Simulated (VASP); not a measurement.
Shape and ions are relaxed at each volume.

Energy against volume of Ti (hcp). Level of theory: rev-vdW-DF2, VASP's PBE PAW potentials (set 64) (plane waves; VASP).

| V (Å³/atom) | E (eV/atom) |
|---|---|
| 15.934 | -5.27026 |
| 16.443 | -5.28883 |
| 16.951 | -5.29472 |
| 17.460 | -5.28955 |
| 17.968 | -5.27472 |

### Question
Fit a third-order Birch-Murnaghan equation of state.

### Answer

The volume per atom comes out as 16.96 Å³/atom. The bulk modulus is 116 GPa and the pressure derivative of the bulk modulus is 3.53.

Measured: bulk modulus 108 GPa at 0 K (computed value off by +7.0 %), as given by Vázquez-Parga, Fernández-Martínez, Viñes, J. Chem. Theory Comput. (2023), doi:10.1021/acs.jctc.3c00612, Supporting … [zero-point energy and finite temperature contributions removed].

The compound is Ti in the hcp structure. It was relaxed first.
